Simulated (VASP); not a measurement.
Here is the system:

```xyz
2
Lattice="1.3094 -2.2680 0.0000 1.3094 2.2680 0.0000 0.0000 0.0000 4.5946" Properties=species:S:1:pos:R:3 pbc="T T T"
Zn     1.3094     0.7560     1.1486
Zn     1.3094    -0.7560     3.4459
```

All values below come from AM05 GGA, VASP's PBE PAW potentials (set 64) (plane waves; VASP 6.6.1). Numerical set-up: 520 eV cut-off, 16×16×8 Γ-centred mesh, first-order Methfessel-Paxton smearing of 0.10 eV, potentials Zn.

**Question.** The ions and cell shape at fixed volume are relaxed. What does this cell relax into?

**Answer.** 
```xyz
2
Lattice="1.2940 -2.2414 0.0000 1.2940 2.2414 0.0000 0.0000 0.0000 4.7043" Properties=species:S:1:pos:R:3 pbc="T T T"
Zn     1.2940     0.7471     1.1761
Zn     1.2940    -0.7471     3.5283
```
Space group P6_3/mmc (194), at a tolerance of 0.03 Å.

**Question.** How much energy does the relaxation gain?

**Answer.** The energy (σ→0) changes by -3.4 meV/atom, in 5 ionic steps.

The compound is Zn in the hcp structure. This cell is one point of a volume scan, at 0.97 of the reference volume. Symmetry was kept, so distortions that lower it aren't found.
